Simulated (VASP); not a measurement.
Input:

```
C
1.0
    1.25808    -2.17905     0.00000
    1.25808     2.17905     0.00000
    0.00000     0.00000     6.71463
C
4
Direct
  0.00000   0.00000   0.25000
  0.00000   0.00000   0.75000
  0.33333   0.66667   0.25000
  0.66667   0.33333   0.75000
```

These are optB86b-vdW, VASP's PBE PAW potentials (set 64) (plane waves; VASP 6.6.1) values and carry that method's errors. Settings: 520 eV cut-off, 10×10×4 Γ-centred mesh, Gaussian smearing of 0.050 eV, potentials C.

**Question.** The ions and cell shape at fixed volume are relaxed. Give the cell that the relaxation ends in.

**Answer.** 
```
C
1.0
    1.23529    -2.13959     0.00000
    1.23529     2.13959     0.00000
    0.00000     0.00000     6.96461
C
4
Direct
  0.00000   0.00000   0.25000
  0.00000   0.00000   0.75000
  0.33333   0.66667   0.25000
  0.66667   0.33333   0.75000
```
Space group P6_3/mmc (194), at a tolerance of 0.03 Å.

**Question.** How much energy does the relaxation gain?

**Answer.** The energy (σ→0) changes by -23.2 meV/atom, in 3 ionic steps.

| step | E(σ→0) (eV) | max force (eV/Å) | pressure (GPa) | volume (Å³) |
|---|---|---|---|---|
| 1 | -32.4523 | 0.000 | -14.83 | 36.82 |
| 2 | -32.5444 | 0.000 | -0.18 | 36.82 |
| 3 | -32.5452 | 0.000 | -1.49 | 36.82 |

The compound is C in the graphite structure. This cell is one point of a volume scan, at 1.06 of the reference volume. Symmetry was kept, so distortions that lower it aren't found.
